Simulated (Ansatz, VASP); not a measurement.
# HfO2 in two plane-wave programs

Aim: how closely do two programs agree when they are given the same cell, functional and k mesh? The cell is taken from a series of runs on this material, whose earlier steps may have relaxed, scaled, displaced or heated it; both programs get it as it stands.

Program: Ansatz 0.2.0. Level of theory: plane waves, with VASP 6.6.1 beside it; single point at PBE, spin-orbit coupling. Results are calculated unless marked as measured.

### 1. Starting point

The structure is cubic, space group Fm-3m (No. 225). The conventional cell has a = 5.115 Å, b = 5.115 Å, c = 5.115 Å, α = 90.00°, β = 90.00°, γ = 90.00°. Hf has 8 O at 2.21 Å nearest. Nearest to O lie 4 Hf at 2.21 Å. Farther neighbours and most contacts between anions are not listed.

### 2. VASP: single point, PBE, spin-orbit coupling

A single point gives forces, pressure and levels at one fixed geometry, so differences don't come from the geometry; what else differs is listed under the comparison.

Lines of VASP's logs that name or quote its potential files are left out, and so is its time.

INCAR reads:

```
SYSTEM = HfO2
PREC = Accurate
ENCUT = 520
EDIFF = 1E-06
NELM = 200
ISMEAR = 0
SIGMA = 0.01
LREAL = .FALSE.
ALGO = Normal
GGA = PE
LNONCOLLINEAR = .TRUE.
MAGMOM = 0 0 0 0 0 0 0 0 0
NBANDS = 34
GGA_COMPAT = .FALSE.
LASPH = .TRUE.
LSORBIT = .TRUE.
LMAXMIX = 4
LORBIT = 11
LWAVE = .FALSE.
LCHARG = .FALSE.
ISIF = 2
EFERMI = MIDGAP
```

POSCAR reads:

```
HfO2
1.0
    0.0000000000      2.5575000000      2.5575000000
    2.5575000000      0.0000000000      2.5575000000
    2.5575000000      2.5575000000      0.0000000000
Hf O
1 2
Direct
    0.0000000000      0.0000000000      0.0000000000
    0.2500000000      0.2500000000      0.2500000000
    0.7500000000      0.7500000000      0.7500000000
```

KPOINTS reads:

```
Automatic mesh
0
Gamma
8 8 8
0 0 0
```

The projector-augmented-wave data sets are Hf_pv and O (PBE family, release 64).

Started as:

```console
$ mpirun -np 1 vasp_ncl
```

Numbers of over 12 decimals in the logs are rounded to 6 here.

The program printed:

```text
[banner, memory and clock lines left out]
running    1 mpi-ranks, on    1 nodes
 distrk:  each k-point on    1 cores,    1 groups
 distr:  one band on    1 cores,    1 groups

 POSCAR found type information on POSCAR HfO
 POSCAR found :  2 types and       3 ions
 LDA part: xc-table for (Slater+PW92), standard interpolation
 POSCAR, INCAR and KPOINTS ok, starting setup
 FFT: planning ... GRIDC
 FFT: planning ... GRID_SOFT
 FFT: planning ... GRID
 WAVECAR not read
 entering main loop
       N       E                     dE             d eps       ncg     rms          rms(c)
DAV:   1     0.116972105609E+03    0.11697E+03   -0.12270E+04  1972   0.129E+03
DAV:   2    -0.298019871666E+02   -0.14677E+03   -0.14031E+03  2508   0.338E+02
DAV:   3    -0.366508732997E+02   -0.68489E+01   -0.68139E+01  2412   0.631E+01
DAV:   4    -0.367099554293E+02   -0.59082E-01   -0.59053E-01  2420   0.645E+00
DAV:   5    -0.367106333069E+02   -0.67788E-03   -0.67766E-03  2384   0.627E-01    0.510E+01
DAV:   6    -0.309855584212E+02    0.57251E+01   -0.17695E+01  2054   0.351E+01    0.429E+01
DAV:   7    -0.308957821436E+02    0.89776E-01   -0.97151E-01  2236   0.792E+00    0.301E+01
DAV:   8    -0.308701299462E+02    0.25652E-01   -0.23658E-01  2010   0.466E+00    0.115E+01
DAV:   9    -0.308615609700E+02    0.85690E-02   -0.18083E-02  2292   0.110E+00    0.269E+00
DAV:  10    -0.308569603477E+02    0.46006E-02   -0.11595E-02  2012   0.927E-01    0.135E+00
DAV:  11    -0.308571508321E+02   -0.19048E-03   -0.86751E-04  2178   0.263E-01    0.720E-02
DAV:  12    -0.308571868684E+02   -0.36036E-04   -0.37494E-05  2280   0.510E-02    0.124E-01
DAV:  13    -0.308572030403E+02   -0.16172E-04   -0.32602E-05  2044   0.443E-02    0.485E-02
DAV:  14    -0.308572039296E+02   -0.88923E-06   -0.59077E-06  2124   0.224E-02
   1 F= -.30857204E+02 E0= -.30857204E+02  d E =0.000000E+00  mag=     0.0000     0.0000    -0.0000
```

From OUTCAR (step 2):

```text
ion  position               nearest neighbor table
   1  0.000  0.000  0.000-   3 2.21   3 2.21   3 2.21   2 2.21   3 2.21   2 2.21   2 2.21   2 2.21

  LATTYP: Found a face centered cubic cell.
 ALAT       =     5.1150000000

 Subroutine GETGRP returns: Found 48 space group operations
 (whereof 48 operations were pure point group operations)

The static configuration has the point symmetry O_h .

 Found     29 irreducible k-points:

   k-points           NKPTS =     29   k-points in BZ     NKDIM =     29   number of bands    NBANDS=     34

   dimension x,y,z NGX =    28 NGY =   28 NGZ =   28
   dimension x,y,z NGXF=    56 NGYF=   56 NGZF=   56

   ENCUT  =  520.0 eV  38.22 Ry    6.18 a.u.   6.72  6.72  6.72*2*pi/ulx,y,z

   NELECT =      22.0000    total number of electrons

 k-points in reciprocal lattice and weights: Automatic mesh
   0.00000000  0.00000000  0.00000000       0.002
   0.12500000  0.00000000  0.00000000       0.016
   0.25000000  0.00000000  0.00000000       0.016
   0.37500000  0.00000000  0.00000000       0.016
   0.50000000  0.00000000  0.00000000       0.008
   0.12500000  0.12500000  0.00000000       0.012
   0.25000000  0.12500000  0.00000000       0.047
   0.37500000  0.12500000  0.00000000       0.047
   0.50000000  0.12500000  0.00000000       0.047
[...]
-0.37500000  0.50000000  0.12500000       0.023
  -0.25000000  0.50000000  0.25000000       0.012

 average (electrostatic) potential at core
       1 -37.7967       2 -69.7588       3 -69.7588

 E-fermi :   5.9060

 k-point     1 :       0.0000    0.0000    0.0000
  band No.  band energies     occupation
    ...
     18       3.3641      1.00000
     19       3.5055      1.00000
     20       3.5055      1.00000
     21       3.5055      1.00000
     22       3.5055      1.00000
     23       7.8412      0.00000
     24       7.8412      0.00000
     25       7.8412      0.00000
     26       7.8412      0.00000
     27       9.6762      0.00000
    ...

 k-point     2 :       0.1250    0.0000    0.0000
  band No.  band energies     occupation
    ...
     18       2.9787      1.00000
     19       3.1598      1.00000
     20       3.1598      1.00000
     21       3.2339      1.00000
     22       3.2339      1.00000
     23       8.0930      0.00000
     24       8.0930      0.00000
     25       8.1313      0.00000
     26       8.1313      0.00000
     27      10.2915      0.00000
    ...

 k-point     3 :       0.2500    0.0000    0.0000
  band No.  band energies     occupation
    ...
     18       2.0987      1.00000
     19       2.6267      1.00000
     20       2.6267      1.00000
     21       2.7433      1.00000
     22       2.7433      1.00000
     23       8.4479      0.00000
     24       8.4479      0.00000
     25       8.5828      0.00000
     26       8.5828      0.00000
     27      10.9487      0.00000
    ...

  Total       -1.2209561     -1.2209561     -1.2209561      0.0000000      0.0000000      0.0000000
  in kB      -58.4700828    -58.4700828    -58.4700828      0.0000000      0.0000000      0.0000000
  external PRESSURE =     -58.4700828 kB  Pullay stress =       0.0000000 kB

  energy-cutoff  :      520.00
  volume of cell :       33.46
      direct lattice vectors                 reciprocal lattice vectors
     0.000000000  2.557500000  2.557500000    -0.195503421  0.195503421  0.195503421
     2.557500000  0.000000000  2.557500000     0.195503421 -0.195503421  0.195503421
     2.557500000  2.557500000  0.000000000     0.195503421  0.195503421 -0.195503421

 POSITION                                       TOTAL-FORCE (eV/Angst)
 -----------------------------------------------------------------------------------
      0.00000      0.00000      0.00000         0.000000     -0.000000      0.000000
      1.27875      1.27875      1.27875         0.000000     -0.000000      0.000000
      3.83625      3.83625      3.83625        -0.000000      0.000000     -0.000000
 -----------------------------------------------------------------------------------
    total drift:                                0.000000      0.000000      0.000000

  FREE ENERGIE OF THE ION-ELECTRON SYSTEM (eV)
  ---------------------------------------------------
  free  energy   TOTEN  =       -30.8572039296 eV

  energy  without entropy=      -30.8572039296  energy(sigma->0) =      -30.85720393

 Spin-Orbit-Coupling matrix elements
 Ion:    1  E_soc:     -1.2352384
 Ion:    2  E_soc:     -0.0005271
 Ion:    3  E_soc:     -0.0005271

 total charge
# of ion       s       p       d       tot
------------------------------------------
    1        0.286   6.591   1.327   8.204
    2        1.560   3.536   0.000   5.096
    3        1.560   3.536   0.000   5.096
--------------------------------------------------
tot          3.406  13.663   1.327  18.396

 magnetization (x)
# of ion       s       p       d       tot
------------------------------------------
    1        0.000   0.000   0.000   0.000
    2       -0.000   0.000   0.000   0.000
    3       -0.000   0.000   0.000   0.000
--------------------------------------------------
tot         -0.000   0.000   0.000   0.000

 magnetization (y)
# of ion       s       p       d       tot
------------------------------------------
    1       -0.000   0.000   0.000  -0.000
    2        0.000   0.000   0.000   0.000
    3       -0.000   0.000   0.000  -0.000
--------------------------------------------------
tot         -0.000   0.000   0.000   0.000

 magnetization (z)
# of ion       s       p       d       tot
------------------------------------------
    1        0.000  -0.000   0.000  -0.000
    2       -0.000   0.000   0.000   0.000
    3       -0.000   0.000   0.000   0.000
--------------------------------------------------
tot         -0.000   0.000   0.000   0.000

[... 3 further parts left out ...]
```

The run ends at a pressure of -5.85 GPa.

### 3. Ansatz: single point, PBE, spin-orbit coupling

Ansatz runs on its fully relativistic PAW (standard-fr) files.

The same cell, functional, mesh and smearing now go to Ansatz, which takes its cutoff from its data sets.

input.yaml reads:

```yaml
crystal:
  lattice:
    - [0.0, 2.5575, 2.5575]
    - [2.5575, 0.0, 2.5575]
    - [2.5575, 2.5575, 0.0]
  atoms:
    - { symbol: Hf, position: [0.0, 0.0, 0.0] }
    - { symbol: O, position: [0.25, 0.25, 0.25] }
    - { symbol: O, position: [0.75, 0.75, 0.75] }
kpoints:
  mp_grid: { grid: [8, 8, 8] }
  band_path:
    path:
      - [[0.0, 0.0, 0.0], [0.5, 0.0, 0.5], [0.625, 0.25, 0.625]]
      - [[0.375, 0.375, 0.75], [0.0, 0.0, 0.0], [0.5, 0.5, 0.5], [0.5, 0.25, 0.75], [0.5, 0.0, 0.5]]
    npoints: 8
hamiltonian:
  xc: pbe
  pseudopotentials: { kind: paw_fr }
scf:
  occupations: { method: gaussian, width: 0.01 }
  n_extra_bands: 18
output:
  eigenvalues: true
  boltztrap: { nscf_kmesh: [18, 18, 18] }
magnetization:
  noncollinear: true
  spin_orbit: true
checkpoint:
  read: start.run
  write: ck
  compress: false
  write_wavefunctions: false
  write_every: 100000
```

Started as:

```console
$ ansatz run input.yaml --threads 2 --pin off --max-ram 5120MiB --backend cpu --events-out ev --progress --plain --runs-dir out
```

The program printed:

```text
Warning: checkpoint.read: basis.xc_grid differs: saved 2, current 1 (points along each axis for each point of the dense box; where the key is left out runs that use forces, runs that use the stress, dielectric runs by a finite field, finite-displacement phonons, runs of phonons.displacement_patterns under a GGA or a meta-GGA, phonons by method: dfpt, dielectric runs by the response, runs on support functions, runs on [...]
scf.n_extra_bands = 18 over 38 filled bands (N_el = 38.0): the run solves 56 bands
Engine: ansatz 0.2.0, aarch64-unknown-linux-gnu
Pseudopotentials: kind: paw_fr
Pseudopotential: Hf, paw_fr, valence charge 26, recommended cutoff 420 eV (normal), Hf.paw.azcp#standard-fr
Pseudopotential: O, paw_fr, valence charge 6, recommended cutoff 420 eV (normal), O.paw.azcp#standard-fr
Functional definition: PBE
  parameter kappa = 0.804
  parameter beta = 0.066725
  exchange = pbe_x(kappa = kappa, mu = beta*pi^2/3)
  correlation = pbe_c(beta = beta)
non-collinear run that drives no moment, with spin-orbit: no starting moment large enough to seed its density (crystal.atoms[].spin), no starting occupations that ask for one, no magnetisation constraint and no magnetic field, so the semilocal B_xc is pinned to zero
Crystal: 3 atoms, lattice volume = 33.456 Å³
Basis set: ecut = 420 eV, 645 PW (Γ)
Bands: 56, of which v1, the nominal top of the filled ones, is band 38 counted from 1 (37 counted from 0)
Symmetry: 48 space group operations + 48 with time reversal
Magnetic group: BNS 225.117 (UNI 1619), of the structure as read, at distance tolerance 3.2e-5 Å
k-points: 29 of 512
Projection manifold: j_resolved (fully-relativistic pseudo-atomic orbitals)
Non-local potential: Hf, projectors of the file, l = 0: 3, l = 1: 4, l = 2: 4, l = 3: 6
Non-local potential: O, projectors of the file, l = 0: 2, l = 1: 4, l = 2: 2
PAW form: soft (Blöchl's): semilocal exchange-correlation on the pseudo side does not see the compensation charge
PAW one-centre angular grid: Hf, 590 points (default); XC on 64 Gauss nodes
PAW one-centre angular grid: O, 110 points (default); XC on 64 Gauss nodes
Initial density: read from a saved state, or passed on in memory by an earlier SCF of this step, an earlier step, the calling program or the single point that the run made first
Initial wavefunctions: pseudopotential atomic-orbital guess
Functional: x = pbe(κ = 0.804, μ = 0.219515), c = pbe(β = 0.066725)
iter 1 solved again at ethr=3.45e-8 eV; its pass at ethr=3.10e-3 eV (dr2=1.31e-5 eV) is discarded
SCF iter   1: F=—  HF=-16880.020117 eV  |F-HF|=—  |Δ(HF+E_count)|=         —  Δρ=6.37e-6  dr2=7.73e-9  dr2_m=0.00e0 (ungated)  ethr=3.45e-8  |M|=0.00e0 ∫|m|=0.00e0 μB  |m|>n=0.0e0 m-floor=0.0e0 τ_xc=0.0e0  β_m=0.30  ⟨swp⟩=3.9  Hψ=6027  notcnv=0
preconditioner: auto → none  [insulator: Δε(μ)=3.723 eV  Ē_g=22.070 eV  σ=0.010 eV  W_gap=1.00  n_scr=14 (ndim 8)  ℏωp=38.5 eV  f_vac=0.071  D(μ)=0.00/eV (n_scr^D=0)  ε∞_Penn≈4.0]
SCF iter   2: F=-16880.020117 eV  HF=-16880.020117 eV  |F-HF|=3.59e-9  |Δ(HF+E_count)|=   6.42e-8  Δρ=3.90e-6  dr2=1.77e-9  dr2_m=0.00e0 (ungated)  ethr=2.03e-11  |M|=0.00e0 ∫|m|=0.00e0 μB  |m|>n=0.0e0 m-floor=0.0e0 τ_xc=0.0e0  ⟨swp⟩=4.8  Hψ=2485  notcnv=0
SCF 1 converged in 2 iterations: F = -16880.020117 eV  dr2 = 1.77e-9
  greatest PAW one-centre occupation: 0.999 electrons in one spin orbital (limit 2), on the Hf atom at site 0 (counted from 0), in its partial waves of l = 0
NSCF: frozen V_eff on 50 k-points
NSCF: frozen V_eff on 195 k-points
SCF converged after 2 iterations
Magnetization: |M| = 0.0000 μB,  M = (+0.0000, +0.0000, +0.0000) μB
Absolute magnetization: 0.0000 μB (∫|m|)
  site 0: m = (+0.0000, +0.0000, +0.0000) μB, |m| = 0.0000 μB  (R = 0.91 Å)
  site 1: m = (+0.0000, +0.0000, +0.0000) μB, |m| = 0.0000 μB  (R = 0.91 Å)
  site 2: m = (+0.0000, +0.0000, +0.0000) μB, |m| = 0.0000 μB  (R = 0.91 Å)
Free energy (F): -16880.020117 eV
Harris-Foulkes:  -16880.020117 eV  (|F-HF|=3.59e-9)
Internal energy: -16880.020117 eV  (E = F + TS)
E sigma→0 (E₀):  -16880.020117 eV
Fermi energy:    17.387101 eV
--- Per-component energies (eV) ---
  E_band       = 31.861211
  E_kinetic    = 770.046964
  E_local      = -5811.011882  (includes V_loc(G=0)·N_el)
  E_nonlocal   = -1149.072946
  E_hartree    = 2659.639180
  E_xc         = -446.998581
  E_vxc        = -454.176934  (∫ρ·V_xc dr)
  E_paw        = -7260.520647  (= ΣΔE_a)
  E_vpaw       = 1356.794570  (= ΣTr[D̂ρ^β])
  E_aug_tail   = 0.004954  (compensation charges beyond the density's cutoff)
  E_ewald      = -5642.107159
  E_smearing   = -0.000000  (= −TS)
  E_closure    = -0.000000  (closes the sum)
  Σ components = -16880.020117   (vs F -16880.020117, Δ=0.00e0)
--- Band table (eV; the first three rows and the last of 29) ---
  k-point 0: bands = [... 34 lower, 14.9660, 14.9660, 14.9660, 14.9660, 19.3545, 19.3545, 19.3545, 19.3545, ... 14 higher]
  k-point 1: bands = [... 34 lower, 14.6155, 14.6155, 14.6934, 14.6934, 19.6029, 19.6029, 19.6432, 19.6432, ... 14 higher]
  k-point 2: bands = [... 34 lower, 14.0732, 14.0732, 14.2009, 14.2009, 19.9532, 19.9532, 20.0936, 20.0936, ... 14 higher]
  k-point 28: bands = [... 34 lower, 14.1273, 14.1273, 15.3242, 15.3242, 20.2247, 20.2247, 20.5330, 20.5330, ... 14 higher]
```

### 4. Comparison

Known differences besides the potentials themselves: spin-orbit coupling enters by fully relativistic files in Ansatz and inside the spheres in VASP; the data sets hold 38 valence electrons in Ansatz (on its fully relativistic PAW (standard-fr) files) and 22 in VASP; the cutoff is 420 eV in Ansatz and 520 eV in VASP. Total energies have different zeros and are not compared.

Both answers:

```
              quantity  Ansatz   VASP  difference
gap on the k mesh (eV)   3.724  3.712      +0.012
```

A gap on the mesh is an upper bound, since the band edges may lie between its points.

### 5. Summary of results

```
difference in gap on the k mesh (single point, PBE, spin-orbit coupling) : 0.012 eV
```

**Reading.** The difference in gap on the k mesh is 0.012 eV (single point, PBE, spin-orbit coupling), within the 0.08 eV picked in this series as the mark of a large difference. The data sets hold unlike numbers of valence electrons (38 in Ansatz and 22 in VASP), so part of the differences comes from the potentials. 2 further runs of this series are not shown here. How closely two codes agree says nothing of how well the functional describes the real material.

[Lines on the potential files, build, host, timing and source positions are cut from VASP's logs without a mark.]

[Logs are printed without paths, hosts, clocks, repeated set-up lines and the standing remarks that a program may print on its own settings, such as how far it seeks lower states.]

[Hosts, paths, dates, database ids (printed as entryN), source tags and the programs' standing remarks are cut or masked in the printed files.]
